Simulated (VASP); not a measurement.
Set up this calculation in VASP 6.6.1, as the native input.

* Task: single point
* Functional: PBE
* Potentials or basis: VASP PAW PBE potentials, release 64 (O, H, C)
* Cutoff: 520 eV
* k mesh: 1 × 1 × 1
* Occupations: fermi-dirac, width 0.05 eV
* Spin: no spin polarisation
* Dipole correction: no
* Further INCAR settings: LREAL = Auto; ALGO = Normal; EDIFF = 1e-07; NBANDS = 61

The structure of H18CO10 lies in POSCAR:

```
H18CO10
1.0
    6.7165700000      0.0000000000      0.0000000000
    0.0000000000      6.7165700000      0.0000000000
    0.0000000000      0.0000000000      6.7165700000
O H C
10 18 1
Direct
    0.3787200908      0.2363408704      0.8972436824
    0.0491173322      1.0731668098      0.0721201447
    0.2607878724      0.6237558754      0.3241088830
    0.1351136071      0.5582462477      0.8319573830
    0.7191617150      0.3428535696     -0.0380700268
    0.6746002796      0.8281608023      0.1991492682
    0.4672176423      0.2228816196      0.3373150284
   -0.0116875131      0.2532393766      0.4871980788
    0.5731645766      0.7253404640      0.8085376911
    0.7860262009      0.7507701103      0.5372533898
    0.3494789751      0.2425791736      1.0321041841
    0.5316552943      0.2456759924      0.8412031736
    0.0505317446      0.9959994461      0.1796452654
    0.1235749795      0.9868280983     -0.0313106243
    0.1771886543      0.5163796402      0.3489429873
    0.1554364802      0.6855731422      0.4173112169
    0.2331844974      0.6626447726      0.8096692210
    0.2084248359      0.4292667239      0.8273865976
    0.8149993226      0.2292836969     -0.0353007562
    0.6888337351      0.3325655803      0.1072124611
    0.7592268077      0.7479710626      0.2918602799
    0.5458887498      0.8007212014      0.2471499590
    0.3772312356      0.1846478188      0.4506169071
    0.5462609636      0.1318679028      0.2694827866
    0.0381891352      0.1046218531      0.5324443875
   -0.1025970101      0.2919496112      0.5869513755
    0.6024354693      0.7803536627      0.9621428795
    0.8899631806      0.7582739404      0.8318531631
    0.7533904954      0.7567999738      0.7325018573
```

The cell was built by a generator and needn't be a form met in nature.

These files were run (other wordings do the same):

INCAR

```
SYSTEM = H18CO10
PREC = Accurate ; ENCUT = 520
EDIFF = 1E-7 ; ISMEAR = -1
SIGMA = 0.05 ; LREAL = Auto
LASPH = .TRUE. ; NELM = 100
ALGO = Normal ; ISIF = 2
LWAVE = .FALSE. ; LCHARG = .FALSE.
GGA = PE ; NBANDS = 61
```

KPOINTS

```
regular mesh
0
G
  1 1 1
  0 0 0
```

Potentials or basis: VASP PAW PBE potentials, release 64 (O, H, C).

Launch:

```sh
$ cat potpaw_PBE.64/O/POTCAR potpaw_PBE.64/H/POTCAR potpaw_PBE.64/C/POTCAR > POTCAR
$ mpirun -np 1 vasp_gam > vasp.out
```

Results of the run:

The pressure is -0.9 GPa, the largest force is 6.619 eV/Å and the band gap on the k mesh is 3.55 eV, direct.

Run time: 22 s on 1 thread of Intel(R) Xeon(R) 6975P-C (Granite Rapids), on a shared host, peak memory 0.32 GiB.
